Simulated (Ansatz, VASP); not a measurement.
# One calculation of In2Ga, two programs

```
In Ga
1.0
     0.00000    4.33770    4.33770
     4.33770    0.00000    4.33770
     4.33770    4.33770    0.00000
In Ga
4 2
Direct
  0.62500 0.62500 0.62500
  0.12500 0.62500 0.62500
  0.62500 0.62500 0.12500
  0.62500 0.12500 0.62500
  0.00000 0.00000 0.00000
  0.25000 0.25000 0.25000
```

Alike in both runs: functional PBE; k mesh 4 × 4 × 4; occupations gaussian, width 0.1 eV; no spin polarisation.

Ansatz relaxed the structure, and its values are those at the end. VASP's run is a single point on that final structure, the one shown.

|  | VASP | Ansatz |
| --- | --- | --- |
| version | VASP 6.6.1 | Ansatz 0.2.0 |
| potentials or method | VASP PAW PBE potentials, release 64 (In_d, Ga_d) | scalar-relativistic, plane waves, PAW |
| plane-wave cutoff (eV) | 520 | 420 |
| valence electrons in the cell | 78 | 78 |

```tsv
	VASP	Ansatz	Ansatz less VASP
gap on the k mesh at the Fermi level (eV)	none	none	-
pressure (GPa)	0.0	0.0	+0.03
```

A gap of «none» marks a metal or a gap that the smearing closes. The functional is the same, so the differences come from potentials, cutoffs and numerics.
